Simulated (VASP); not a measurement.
OSZICAR of a VASP run on ZnSe (zinc blende):

OSZICAR:
```
       N       E                     dE             d eps       ncg     rms          rms(c)
DAV:   1     0.819318654300E+02    0.81932E+02   -0.90821E+03   520   0.157E+03
DAV:   2    -0.104846889156E+01   -0.82980E+02   -0.79179E+02   545   0.268E+02
DAV:   3    -0.625980883983E+01   -0.52113E+01   -0.51857E+01   650   0.684E+01
DAV:   4    -0.630810570733E+01   -0.48297E-01   -0.48287E-01   570   0.700E+00
DAV:   5    -0.630836981534E+01   -0.26411E-03   -0.26410E-03   630   0.488E-01    0.494E+00
DAV:   6    -0.603622851976E+01    0.27214E+00   -0.69431E-01   729   0.293E+01    0.373E+00
DAV:   7    -0.601911445137E+01    0.17114E-01   -0.19799E-01   560   0.448E+00    0.156E+00
DAV:   8    -0.601929751321E+01   -0.18306E-03   -0.42237E-03   622   0.667E-01    0.476E-01
DAV:   9    -0.601955082127E+01   -0.25331E-03   -0.11076E-03   575   0.299E-01    0.687E-02
DAV:  10    -0.601963854344E+01   -0.87722E-04   -0.14077E-04   593   0.116E-01    0.179E-02
DAV:  11    -0.601965224096E+01   -0.13698E-04   -0.31505E-05   591   0.574E-02    0.589E-03
DAV:  12    -0.601965354808E+01   -0.13071E-05   -0.39407E-06   605   0.195E-02    0.419E-03
DAV:  13    -0.601965354956E+01   -0.14752E-08   -0.63516E-07   390   0.879E-03
   1 F= -.66525085E+01 E0= -.66525085E+01  d E =-.665251E+01
       N       E                     dE             d eps       ncg     rms          rms(c)
DAV:   1    -0.601910331772E+01    0.55023E-03   -0.12248E-02   620   0.239E+00    0.216E-01
DAV:   2    -0.601830133701E+01    0.80198E-03   -0.29475E-03   615   0.157E+00    0.792E-02
DAV:   3    -0.601820614582E+01    0.95191E-04   -0.10188E-04   550   0.994E-02    0.378E-02
DAV:   4    -0.601818330003E+01    0.22846E-04   -0.16016E-05   603   0.486E-02    0.147E-02
DAV:   5    -0.601818070977E+01    0.25903E-05   -0.35647E-06   588   0.379E-02    0.118E-03
DAV:   6    -0.601818073671E+01   -0.26938E-07   -0.11972E-06   284   0.184E-02
   2 F= -.66525421E+01 E0= -.66525421E+01  d E =-.336244E-04
```

**Question.** Which electronic solver shows in the log?

**Answer.** It is blocked Davidson (ALGO = Normal, or the opening steps of other solvers). The INCAR had ALGO = Normal.

**Question.** Can the final energy be trusted as converged?

**Answer.** The run converged. It stopped with EDIFF = 1E-6, NELM = 100, NSW = 60 and EDIFFG = -0.01 after 2 ionic steps (PBE GGA with D4 dispersion, plane waves, VASP's PBE PAW potentials (set 64)).

The compound is ZnSe in the zinc blende structure. This run relaxes it. Symmetry was kept, so distortions that lower it aren't found.
